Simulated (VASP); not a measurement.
A run of VASP 6.6.1 is set up as follows.

File INCAR:

```
PREC = Accurate ; ENCUT = 520
EDIFF = 1E-6 ; ISMEAR = -1
SIGMA = 0.02 ; LREAL = Auto
LASPH = True ; NELM = 100
ALGO = Fast ; ISIF = 2
LWAVE = False ; LCHARG = False
GGA = PE ; NBANDS = 33
```

The input KPOINTS:

```
Automatic mesh
0
Gamma
  1 1 1
```

POSCAR

```
H10SO4
1.0
    5.6462160000      0.0000000000      0.0000000000
    0.0000000000      5.6462160000      0.0000000000
    0.0000000000      0.0000000000      5.6462160000
O H S
4 10 1
Direct
    0.7483932139      0.6270477371      0.0275743454
    0.3576243165      0.0959732819      0.6498681977
    0.7621338657      0.3121664246      0.4648596485
   -0.0038949699      0.1491151626      0.0393002816
    0.8693171353      0.7511160454      0.0403765112
    0.6215868765      0.6991181625     -0.0635553607
    0.5181861476      0.1530001175      0.6068803065
    0.2588668946      0.2088917879      0.5634752309
    0.6592203025      0.4249480927      0.3816941574
    0.8457582686      0.2323167970      0.3348448155
    0.1425179306      0.1268450318     -0.0510558279
   -0.0822480829      0.2832082031     -0.0385659526
    0.3084669476      0.8078241782      0.4400642349
    0.0547364875      0.5688757094      0.4023539586
    0.2653817659      0.6173308682      0.2971913532
```

Potentials or basis: VASP PAW PBE potentials, release 64 (O, H, S).

Run with:

```bash
$ cat potpaw_PBE.64/O/POTCAR potpaw_PBE.64/H/POTCAR potpaw_PBE.64/S/POTCAR > POTCAR
$ mpirun -np 1 vasp_gam > vasp.out
```

Predict the pressure.

0.1 GPa.

Estimate the band gap on the k mesh.

4.08 eV, direct.

Forces on the atoms (eV/Å):
```
O    0.099  0.032  0.047
O   -0.009 -0.016  0.035
O    0.005 -0.041  0.070
O   -0.053  0.045 -0.048
H   -0.048  0.001 -0.006
H   -0.080  0.004 -0.014
H    0.092 -0.010  0.018
H   -0.076  0.041 -0.039
H   -0.075  0.083 -0.023
H    0.081 -0.077 -0.052
H    0.089 -0.068 -0.029
H   -0.005  0.021  0.048
H   -0.027 -0.071 -0.029
H    0.102  0.029 -0.057
S   -0.095  0.028  0.079
```

A hybrid or GW would open this gap; PBE tends to underestimate it.
